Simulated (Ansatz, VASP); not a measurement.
# Ga2O3: VASP beside Ansatz

Wanted: the spread between two codes on one cell, functional and k mesh. The cell is taken from a series of runs on this material, whose earlier steps may have relaxed, scaled, displaced or heated it; both programs get it as it stands. Other levels of theory on this material are compared in a session of their own.

Calculated with Ansatz 0.2.0; plane waves, with VASP 6.6.1 beside it; single point at r2SCAN.

## (1) Set-up

Symmetry: C2/m, No. 12, monoclinic system. Conventional cell: a = 11.879 Å, b = 2.954 Å, c = 5.639 Å, α = 90.00°, β = 103.83°, γ = 90.00°. Nearest to Ga lie 4 O at 1.79 to 1.82 Å. Ga has 6 O at 1.88 to 2.00 Å nearest. Nearest to O lie 3 Ga at 1.79 to 1.90 Å. O has 4 Ga at 1.82 to 2.00 Å nearest. O has 3 Ga at 1.80 to 1.88 Å nearest. Farther neighbours and most contacts between anions are not listed.

## (2) Ansatz: single point, r2SCAN

Ansatz runs on PAW files that the input asks for by source.

A single point gives forces, pressure and levels at one fixed geometry, so differences don't come from the geometry; what else differs is listed under the comparison.

The input, input.yaml:

```yaml
crystal:
  lattice:
    - [5.9395999617, -1.4769247621, 0.0]
    - [5.9395999617, 1.4769247621, 0.0]
    - [-1.3479973174, 0.0, 5.475683592]
  atoms:
    - { symbol: Ga, position: [0.0925999429, 0.0925999429, 0.7966232175] }
    - { symbol: Ga, position: [0.9074000571, 0.9074000571, 0.2033767825] }
    - { symbol: Ga, position: [0.6602556213, 0.6602556213, 0.3126433584] }
    - { symbol: Ga, position: [0.3397443787, 0.3397443787, 0.6873566416] }
    - { symbol: O, position: [0.1743389585, 0.1743389585, 0.1086025894] }
    - { symbol: O, position: [0.8256610415, 0.8256610415, 0.8913974106] }
    - { symbol: O, position: [0.1705344181, 0.1705344181, 0.5562178271] }
    - { symbol: O, position: [0.8294655819, 0.8294655819, 0.4437821729] }
    - { symbol: O, position: [0.4973249536, 0.4973249536, 0.2498895197] }
    - { symbol: O, position: [0.5026750464, 0.5026750464, 0.7501104803] }
kpoints:
  mp_grid: { grid: [8, 8, 4] }
hamiltonian:
  xc: r2scan
  pseudopotentials: { kind: paw, source: ansatz }
scf:
  occupations: { method: fixed }
  n_extra_bands: 7
  lower_state_search: "off"
  convergence: { dr2_threshold: 1.0e-09 }
output:
  eigenvalues: true
```

Started as:

```
$ ansatz run input.yaml --threads 16 --pin off --max-ram 73728MiB --backend cpu --events-out ev --progress --plain --runs-dir out
```

Numbers of over 12 decimals in the logs are rounded to 6 here.

Log:

```text
basis.fft_grid_basis auto: the FFT boxes are laid along the combinations [[1, -1, 0], [0, 1, 0], [0, 0, 1]] of the cell's own vectors, 2.954, 6.120 and 5.639 Å long. The dense box has 50×108×96 points. Along the cell's own vectors, as sized, it would have 108×108×96, 2.16 times as many. Of the 4 symmetry operations that the crystal satisfies within crystal.symmetry.tolerance (time reversal apart; of a slab, those tha [...]
scf.n_extra_bands = 7 over 60 filled bands (N_el = 120.0): the run solves 67 bands
Engine: ansatz 0.2.0, aarch64-unknown-linux-gnu
Pseudopotentials: kind: paw
Pseudopotential: Ga, paw, valence charge 21, recommended cutoff 1300 eV (meta_gga), Ga.paw.azcp
Pseudopotential: O, paw, valence charge 6, recommended cutoff 1050 eV (meta_gga), O.paw.azcp
Functional definition: r2SCAN
  parameter k0 = 0.174
  parameter k1 = 0.065
  parameter a1 = 4.9479
  exchange = r2scan_x(k0 = k0, k1 = k1, a1 = a1)
  correlation = r2scan_c
Crystal: 10 atoms, lattice volume = 96.069 Å³
Basis set: ecut = 1300 eV, 10209 PW (Γ), FFT grids on a1−a2, a2, a3, exchange–correlation on 200×432×384 points (64 copies of the dense FFT grid, shifted against one another)
Bands: 67, of which v1, the nominal top of the filled ones, is band 60 counted from 1 (59 counted from 0)
Symmetry: 4 space group operations
Space group: C2/m (ITA 12), of the structure as read, at distance tolerance 4.6e-5 Å
k-points: 78 of 256
Non-local potential: Ga, projectors of the file, l = 0: 3, l = 1: 3, l = 2: 3, l = 3: 2
Non-local potential: O, projectors of the file, l = 0: 2, l = 1: 2, l = 2: 1
PAW form: soft (Blöchl's): semilocal exchange-correlation on the pseudo side does not see the compensation charge
PAW frozen core: Ga, regenerated for the run's functional (the file was generated under x = pbe(κ = 0.804, μ = 0.219515), c = pbe(β = 0.066725))
PAW frozen core: O, regenerated for the run's functional (the file was generated under x = pbe(κ = 0.804, μ = 0.219515), c = pbe(β = 0.066725))
PAW one-centre angular grid: Ga, 590 points (default); XC on 160 Gauss nodes
PAW one-centre angular grid: O, 302 points (default); XC on 160 Gauss nodes
Initial density: superposition of atomic densities (chi_scale 0.1, normalization cell, long waves kept (reshape's long-wave potential 0.04 eV rms))
Initial wavefunctions: pseudopotential atomic-orbital guess
Functional: x = r2scan, c = r2scan; τ floored in thin density (d = 2e-4 eV/Å³)
SCF iter   1: F=-37095.790460 eV  HF=-37103.660995 eV  |F-HF|=7.87e0  |Δ(HF+E_count)|=         —  Δρ=1.69e-1  dr2=1.20e1  dr2_τ=2.12e0  ethr=3.10e-3  ⟨swp⟩=5.0  Hψ=17371  notcnv=0  defer=264
preconditioner: auto → Resta (q_TF=auto, 2.831 Å⁻¹)  ε∞=4.2  [insulator: Δε(μ)=3.547 eV  Ē_g=19.865 eV  n_scr=42 (ndim 8)  ℏωp=35.5 eV  f_vac=0.000  ε∞_Penn≈4.2]
SCF iter   2: F=-37101.012909 eV  HF=-37100.856599 eV  |F-HF|=1.56e-1  |Δ(HF+E_count)|=    2.80e0  Δρ=5.23e-2  dr2=1.21e0  dr2_τ=1.27e0  ethr=3.10e-3  ⟨swp⟩=3.0  Hψ=11891  notcnv=0  defer=297
SCF iter   3: F=-37101.112664 eV  HF=-37101.102293 eV  |F-HF|=1.04e-2  |Δ(HF+E_count)|=   2.46e-1  Δρ=2.72e-2  dr2=3.97e-1  dr2_τ=6.17e-2  ethr=1.01e-3  ⟨swp⟩=2.3  Hψ=5574  notcnv=0  defer=388
SCF iter   4: F=-37101.151648 eV  HF=-37101.153693 eV  |F-HF|=2.05e-3  |Δ(HF+E_count)|=   5.14e-2  Δρ=4.78e-3  dr2=1.37e-2  dr2_τ=7.55e-3  ethr=3.31e-4  ⟨swp⟩=3.7  Hψ=9044  notcnv=0  defer=390
SCF iter   5: F=-37101.154469 eV  HF=-37101.154277 eV  |F-HF|=1.92e-4  |Δ(HF+E_count)|=   5.84e-4  Δρ=1.74e-3  dr2=1.46e-3  dr2_τ=9.85e-4  ethr=1.14e-5  ⟨swp⟩=3.0  Hψ=9014  notcnv=0  defer=390
SCF iter   6: F=-37101.154687 eV  HF=-37101.154779 eV  |F-HF|=9.18e-5  |Δ(HF+E_count)|=   5.02e-4  Δρ=6.14e-4  dr2=1.50e-4  dr2_τ=8.40e-5  ethr=1.22e-6  ⟨swp⟩=2.1  Hψ=8917  notcnv=0  defer=390
SCF iter   7: F=-37101.154759 eV  HF=-37101.154767 eV  |F-HF|=7.49e-6  |Δ(HF+E_count)|=   1.16e-5  Δρ=2.08e-4  dr2=1.71e-5  dr2_τ=8.89e-6  ethr=1.25e-7  ⟨swp⟩=2.0  Hψ=9289  notcnv=0  defer=390
SCF iter   8: F=-37101.154759 eV  HF=-37101.154759 eV  |F-HF|=3.49e-7  |Δ(HF+E_count)|=   7.54e-6  Δρ=5.40e-5  dr2=1.50e-6  dr2_τ=5.82e-7  ethr=1.43e-8  ⟨swp⟩=2.0  Hψ=9719  notcnv=0  defer=371
SCF iter   9: F=-37101.155076 eV  HF=-37101.155076 eV  |F-HF|=6.22e-8  |Δ(HF+E_count)|=   3.17e-4  Δρ=2.21e-5  dr2=1.86e-7  dr2_τ=5.76e-8  ethr=1.25e-9  ⟨swp⟩=2.0  Hψ=8362  notcnv=0  defer=275
SCF iter  10: F=-37101.155076 eV  HF=-37101.155076 eV  |F-HF|=4.26e-9  |Δ(HF+E_count)|=   1.07e-9  Δρ=8.35e-6  dr2=2.87e-8  dr2_τ=1.44e-8  ethr=1.55e-10  ⟨swp⟩=2.0  Hψ=8961  notcnv=0  defer=274
SCF iter  11: F=-37101.155076 eV  HF=-37101.155076 eV  |F-HF|=5.97e-10  |Δ(HF+E_count)|=   5.57e-9  Δρ=1.44e-6  dr2=1.06e-9  dr2_τ=2.16e-10  ethr=2.39e-11  ⟨swp⟩=2.0  Hψ=8223  notcnv=0  defer=275
SCF iter  12: F=-37101.155076 eV  HF=-37101.155076 eV  |F-HF|=4.37e-11  |Δ(HF+E_count)|=  8.37e-10  Δρ=4.62e-7  dr2=9.94e-11  dr2_τ=5.32e-11  ethr=1.00e-12  ⟨swp⟩=11.2  Hψ=21675  notcnv=0
SCF 1 converged in 12 iterations: F = -37101.155076 eV  dr2 = 9.94e-11
  greatest PAW one-centre occupation: 0.995 electrons in one spin orbital (limit 2), on the Ga atom at site 1 (counted from 0), in its partial waves of l = 0
SCF converged after 12 iterations
Free energy (F): -37101.155076 eV
Harris-Foulkes:  -37101.155076 eV  (|F-HF|=4.37e-11)
Internal energy: -37101.155076 eV  (E = F + TS)
E sigma→0 (E₀):  -37101.155076 eV
Fermi energy:    10.352750 eV
--- Per-component energies (eV) ---
  E_band       = -3037.958543
  E_kinetic    = 4647.601233
  E_local      = -36505.311712  (includes V_loc(G=0)·N_el)
  E_nonlocal   = 7692.705123
  E_hartree    = 13561.189424
  E_xc         = -1150.114909
  E_vxc        = -1700.406351  (∫ρ·V_xc dr)
  E_paw        = -9241.356908  (= ΣΔE_a)
  E_vpaw       = -4424.635994  (= ΣTr[D̂ρ^β])
  E_aug_tail   = 0.000182  (compensation charges beyond the density's cutoff)
  E_vtau       = 129.711064  (kinetic-family band-sum trace: ∫τ·v_τ [+ j·A + Jᵃ·Aᵃ] dr)
  E_ewald      = -16104.439513
  E_core_change = -1.427997  (= ΣΔE_core)
  E_smearing   = -0.000000  (= −TS)
  E_closure    = 0.000000  (closes the sum)
  Σ components = -37101.155076   (vs F -37101.155076, Δ=0.00e0)
--- Band table (eV; the first three rows and the last of 78) ---
  k-point 0: bands = [... 56 lower, 9.6993, 9.7977, 10.0593, 10.3413, 14.1095, 17.3321, 18.2643, 18.7543, ... 3 higher]
  k-point 1: bands = [... 56 lower, 9.6611, 9.7251, 9.8930, 10.0810, 14.9909, 17.5198, 18.4538, 18.6269, ... 3 higher]
  k-point 2: bands = [... 56 lower, 9.4076, 9.6798, 9.9794, 10.0236, 16.4962, 16.5651, 18.7290, 18.9534, ... 3 higher]
  k-point 77: bands = [... 56 lower, 9.6428, 9.7977, 9.8792, 10.3004, 16.9302, 16.9764, 18.1823, 18.4054, ... 3 higher]
```

## (3) VASP: single point, r2SCAN

The same cell, functional and mesh now go to VASP, with its own data sets.

Lines of VASP's logs that name or quote its potential files are left out, and so is its time.

The input, INCAR:

```
SYSTEM = Ga2O3
PREC = Accurate
ENCUT = 580
EDIFF = 1E-06
NELM = 120
ISMEAR = 0
SIGMA = 0.01
LREAL = .FALSE.
ALGO = Normal
METAGGA = R2SCAN
LASPH = .TRUE.
NBANDS = 54
LORBIT = 11
LWAVE = .FALSE.
LCHARG = .FALSE.
ISIF = 2
GGA_COMPAT = .FALSE.
EFERMI = MIDGAP
LMIXTAU = .TRUE.
KPAR = 2
```

The input, POSCAR:

```
Ga2O3
1.0
    5.9395999617     -1.4769247621      0.0000000000
    5.9395999617      1.4769247621      0.0000000000
   -1.3479973174      0.0000000000      5.4756835920
Ga O
4 6
Direct
    0.0925999429      0.0925999429      0.7966232175
    0.9074000571      0.9074000571      0.2033767825
    0.6602556213      0.6602556213      0.3126433584
    0.3397443787      0.3397443787      0.6873566416
    0.1743389585      0.1743389585      0.1086025894
    0.8256610415      0.8256610415      0.8913974106
    0.1705344181      0.1705344181      0.5562178271
    0.8294655819      0.8294655819      0.4437821729
    0.4973249536      0.4973249536      0.2498895197
    0.5026750464      0.5026750464      0.7501104803
```

The input, KPOINTS:

```
Automatic mesh
0
Gamma
8 8 4
0 0 0
```

PAW data sets: Ga_d and O (PBE family, release 64).

Started as:

```
$ mpirun -np 2 vasp_std
```

Log:

```text
[banner, memory and clock lines left out]
running    2 mpi-ranks, on    1 nodes
 distrk:  each k-point on    1 cores,    2 groups
 distr:  one band on    1 cores,    1 groups

 POSCAR found type information on POSCAR GaO
 POSCAR found :  2 types and      10 ions
|                                                                             |
|               ----> ADVICE to this user running VASP <----                  |
|                                                                             |
|     You enforced a specific xc type in the INCAR file but a different       |
|     [... a line on the potential file left out ...]
|     I HOPE YOU KNOW WHAT YOU ARE DOING!                                     |
|                                                                             |

 LDA part: xc-table for (None), standard interpolation
 POSCAR, INCAR and KPOINTS ok, starting setup
 FFT: planning ... GRIDC
 FFT: planning ... GRID_SOFT
 FFT: planning ... GRID
 WAVECAR not read
 entering main loop
       N       E                     dE             d eps       ncg     rms          rms(c)
DAV:   1     0.124717355425E+04    0.12472E+04   -0.43627E+04 10070   0.337E+03
DAV:   2     0.162651530440E+03   -0.10845E+04   -0.10216E+04  8560   0.886E+02
DAV:   3    -0.106380376550E+03   -0.26903E+03   -0.26152E+03  9726   0.285E+02
DAV:   4    -0.127823198383E+03   -0.21443E+02   -0.21224E+02 10180   0.865E+01
DAV:   5    -0.128627653979E+03   -0.80446E+00   -0.80289E+00 11202   0.172E+01    0.165E+01
DAV:   6    -0.108145344379E+03    0.20482E+02   -0.19500E+01 14442   0.638E+01    0.468E+00
DAV:   7    -0.100327999711E+03    0.78173E+01   -0.41696E+00 11222   0.145E+01    0.322E+00
DAV:   8    -0.111583427279E+03   -0.11255E+02   -0.50953E+00 13060   0.291E+01    0.225E+00
DAV:   9    -0.105462598282E+03    0.61208E+01   -0.12331E+00 10264   0.136E+01    0.118E+00
DAV:  10    -0.102151067388E+03    0.33115E+01   -0.82029E-01  8768   0.638E+00    0.512E-01
DAV:  11    -0.101746201513E+03    0.40487E+00   -0.90653E-01  8640   0.691E+00    0.203E-01
DAV:  12    -0.101832154404E+03   -0.85953E-01   -0.69393E-02 11308   0.194E+00    0.222E-01
DAV:  13    -0.101804725416E+03    0.27429E-01   -0.78746E-03 10676   0.154E+00    0.180E-01
DAV:  14    -0.101839876860E+03   -0.35151E-01   -0.25237E-02 12532   0.232E+00    0.854E-02
DAV:  15    -0.101843487854E+03   -0.36110E-02   -0.50173E-03 10884   0.846E-01    0.550E-02
DAV:  16    -0.101844237153E+03   -0.74930E-03   -0.59754E-04 12078   0.284E-01    0.302E-02
DAV:  17    -0.101842992043E+03    0.12451E-02   -0.65843E-04 10320   0.277E-01    0.145E-02
DAV:  18    -0.101844164139E+03   -0.11721E-02   -0.43361E-04 11652   0.264E-01    0.856E-03
DAV:  19    -0.101844230678E+03   -0.66539E-04   -0.12925E-04  9456   0.868E-02    0.544E-03
DAV:  20    -0.101844279691E+03   -0.49013E-04   -0.24742E-05  9138   0.389E-02    0.561E-03
DAV:  21    -0.101844281069E+03   -0.13781E-05   -0.26932E-06  8282   0.718E-02    0.223E-03
DAV:  22    -0.101844281370E+03   -0.30131E-06   -0.50444E-06  8038   0.180E-02
   1 F= -.10184428E+03 E0= -.10184428E+03  d E =0.000000E+00
```

OUTCAR, selected parts (step 3):

```text
ion  position               nearest neighbor table
   1  0.093  0.093  0.797-   5 1.79  10 1.80  10 1.80   7 1.82
   2  0.907  0.907  0.203-   6 1.79   9 1.80   9 1.80   8 1.82
   3  0.660  0.660  0.313-   9 1.88   5 1.90   5 1.90   8 1.97   7 2.00   7 2.00
   4  0.340  0.340  0.687-  10 1.88   6 1.90   6 1.90   7 1.97   8 2.00   8 2.00
   5  0.174  0.174  0.109-   1 1.79   3 1.90   3 1.90
   6  0.826  0.826  0.891-   2 1.79   4 1.90   4 1.90
   7  0.171  0.171  0.556-   1 1.82   4 1.97   3 2.00   3 2.00
   8  0.829  0.829  0.444-   2 1.82   3 1.97   4 2.00   4 2.00
   9  0.497  0.497  0.250-   2 1.80   2 1.80   3 1.88
  10  0.503  0.503  0.750-   1 1.80   1 1.80   4 1.88

  LATTYP: Found a base centered monoclinic cell.
 ALAT       =    11.8791999234
 B/A-ratio  =     0.2486572785
 C/A-ratio  =     0.4747093502
 COS(beta)  =    -0.2390419102

 Subroutine GETGRP returns: Found  4 space group operations
 (whereof  4 operations were pure point group operations)

The static configuration has the point symmetry C_2h.

 Found     78 irreducible k-points:

   k-points           NKPTS =     78   k-points in BZ     NKDIM =     78   number of bands    NBANDS=     54

   dimension x,y,z NGX =    48 NGY =   48 NGZ =   48
   dimension x,y,z NGXF=    96 NGYF=   96 NGZF=   96

   ENCUT  =  580.0 eV  42.63 Ry    6.53 a.u.  12.02 12.02 11.07*2*pi/ulx,y,z

   NELECT =      88.0000    total number of electrons

 k-points in reciprocal lattice and weights: Automatic mesh
   0.00000000  0.00000000  0.00000000       0.004
   0.12500000  0.00000000  0.00000000       0.016
   0.25000000  0.00000000  0.00000000       0.016
   0.37500000  0.00000000  0.00000000       0.016
   0.50000000  0.00000000  0.00000000       0.008
   0.12500000  0.12500000  0.00000000       0.008
   0.25000000  0.12500000  0.00000000       0.016
   0.37500000  0.12500000  0.00000000       0.016
   0.50000000  0.12500000  0.00000000       0.016
[...]
-0.37500000  0.37500000  0.50000000       0.008
   0.50000000  0.50000000  0.50000000       0.004

 average (electrostatic) potential at core
       1 -68.1912       2 -68.1912       3 -67.9765       4 -67.9765       5 -72.5594
       6 -72.5594       7 -73.0675       8 -73.0675       9 -72.9393      10 -72.9393

 E-fermi :   6.2056

 k-point     1 :       0.0000    0.0000    0.0000
  band No.  band energies     occupation
    ...
     40       3.6553      2.00000
     41       3.6948      2.00000
     42       3.7851      2.00000
     43       4.0487      2.00000
     44       4.3258      2.00000
     45       8.0697      0.00000
     46      11.2762      0.00000
     47      12.2295      0.00000
     48      12.7154      0.00000
     49      13.3949      0.00000
    ...

 k-point     2 :       0.1250    0.0000    0.0000
  band No.  band energies     occupation
    ...
     40       3.3405      2.00000
     41       3.4205      2.00000
     42       3.6717      2.00000
     43       3.9514      2.00000
     44       4.3255      2.00000
     45       8.8874      0.00000
     46      11.5563      0.00000
     47      12.7737      0.00000
     48      13.0634      0.00000
     49      13.8932      0.00000
    ...

 k-point     3 :       0.2500    0.0000    0.0000
  band No.  band energies     occupation
    ...
     40       3.1251      2.00000
     41       3.2555      2.00000
     42       3.4140      2.00000
     43       3.7748      2.00000
     44       4.2854      2.00000
     45      10.4379      0.00000
     46      11.8964      0.00000
     47      12.9762      0.00000
     48      13.8612      0.00000
     49      14.0806      0.00000
    ...

  Total       11.9954514     13.2528687     13.6656070      0.0000000      0.0000000     -0.0578467
  in kB      200.0521714    221.0225416    227.9059171      0.0000000      0.0000000     -0.9647289
  external PRESSURE =     216.3268767 kB  Pullay stress =       0.0000000 kB

  energy-cutoff  :      580.00
  volume of cell :       96.07
      direct lattice vectors                 reciprocal lattice vectors
     5.939599962 -1.476924762  0.000000000     0.084180753 -0.338541280  0.020723518
     5.939599962  1.476924762  0.000000000     0.084180753  0.338541280  0.020723518
    -1.347997317  0.000000000  5.475683592     0.000000000  0.000000000  0.182625600

 POSITION                                       TOTAL-FORCE (eV/Angst)
 -----------------------------------------------------------------------------------
      0.02617      0.00000      4.36206         0.014513      0.000000     -0.009708
     10.50504      0.00000      1.11363        -0.014513      0.000000      0.009708
      7.42187      0.00000      1.71194        -0.004246      0.000000      0.050277
      3.10934      0.00000      3.76375         0.004246      0.000000     -0.050277
      1.92461      0.00000      0.59467         0.083388      0.000000      0.030365
      8.60659      0.00000      4.88101        -0.083388      0.000000     -0.030365
      1.27603      0.00000      3.04567         0.029004      0.000000     -0.064991
      9.25517      0.00000      2.43001        -0.029004      0.000000      0.064991
      5.57097      0.00000      1.36832         0.070541      0.000000      0.021852
      4.96023      0.00000      4.10737        -0.070541      0.000000     -0.021852
 -----------------------------------------------------------------------------------
    total drift:                                0.000000      0.000000      0.000000

  FREE ENERGIE OF THE ION-ELECTRON SYSTEM (eV)
  ---------------------------------------------------
  free  energy   TOTEN  =      -101.8442813703 eV

  energy  without entropy=     -101.8442813703  energy(sigma->0) =     -101.84428137

 total charge
# of ion       s       p       d       tot
------------------------------------------
    1        0.716   0.933  10.350  12.000
    2        0.716   0.933  10.350  12.000
    3        0.633   0.781  10.339  11.753
    4        0.633   0.781  10.339  11.753
    5        1.558   3.590   0.000   5.148
    6        1.558   3.590   0.000   5.148
    7        1.561   3.605   0.000   5.165
    8        1.561   3.605   0.000   5.165
    9        1.553   3.623   0.000   5.176
   10        1.553   3.623   0.000   5.176
--------------------------------------------------
tot         12.042  25.064  41.379  78.484

[... 3 further parts left out ...]
```

The run ends at a pressure of 21.63 GPa, with forces up to 0.089 eV/Å.

## (4) Side by side

Known differences besides the potentials themselves: VASP keeps PBE cores, Ansatz makes them for the functional; fixed occupations in Ansatz, narrow Gaussian smearing in VASP; the data sets hold 120 valence electrons in Ansatz (on PAW files that the input asks for by source) and 88 in VASP; the cutoff is 1300 eV in Ansatz and 580 eV in VASP. Total energies have different zeros and are not compared.

Compared:

```tsv
quantity	Ansatz	VASP	difference
gap on the k mesh (eV)	3.757	3.728	+0.028
```

A gap on the mesh is an upper bound, since the band edges may lie between its points.

## (5) What came out

```yaml
difference_in_gap_on_the_k_mesh_single_point_r2scan: 0.028 eV
```

In words: The difference in gap on the k mesh is 0.028 eV (single point, r2SCAN), within the 0.08 eV picked in this series as the mark of a large difference. The data sets hold unlike numbers of valence electrons (120 in Ansatz and 88 in VASP), so part of the differences comes from the potentials. 4 further runs of this series are not shown here. Such differences can come from data sets, numerical settings and the points named under the comparisons, not from the functional's error against experiment.

[Lines on the potential files, build, host, timing and source positions are cut from VASP's logs without a mark.]

[Logs are printed without paths, hosts, clocks, repeated set-up lines and the standing remarks that a program may print on its own settings, such as how far it seeks lower states.]

[Hosts, paths, dates, database ids (printed as entryN), source tags and the programs' standing remarks are cut or masked in the printed files.]
